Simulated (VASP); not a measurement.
```xyz
4
Lattice="2.7546 0.0000 0.0000 -1.3773 2.3855 0.0000 0.0000 0.0000 8.8629" Properties=species:S:1:pos:R:3 pbc="T T T"
Os     0.0000     0.0000     0.0000
Os     0.0000     0.0000     4.4315
Os     0.0000     1.5904     2.2157
Os     1.3773     0.7952     6.6472
```

Method: PBE GGA, VASP's PBE PAW potentials (set 64) (plane waves; VASP 6.6.1). Settings: 300 eV cut-off, 9×9×3 Γ-centred mesh, Gaussian smearing of 0.10 eV, potentials Os.

At this cut-off the stress carries a Pulay error, which pulls relaxed volumes low. Energy and stress use the plane-wave basis of the starting cell.

Task: The ions, cell shape and volume are relaxed. What does this cell relax into?

Result: 
```xyz
4
Lattice="2.7365 0.0000 0.0000 -1.3683 2.3699 0.0000 0.0000 0.0000 8.7965" Properties=species:S:1:pos:R:3 pbc="T T T"
Os     0.0000     0.0000     0.0000
Os     0.0000     0.0000     4.3982
Os     0.0000     1.5799     2.1991
Os     1.3683     0.7900     6.5973
```
Space group P6_3/mmc (194), at a tolerance of 0.03 Å.

Task: How do energy and volume change from the first to the last step?

Result: The energy (σ→0) changes by -7.8 meV/atom and the volume by -2.0 %, in 7 ionic steps.

The structure was generated: Os was put into an ordered model structure, which need not be its known phase. This run relaxes it. Symmetry was kept, so distortions that lower it aren't found. The run is one of a series of settings (EDIFFG = -0.01, IBRION = 2, ISIF = 3, NSW = 50 against the base run), some of them coarse on purpose. VASP warned that the highest band is occupied, so more bands are needed.
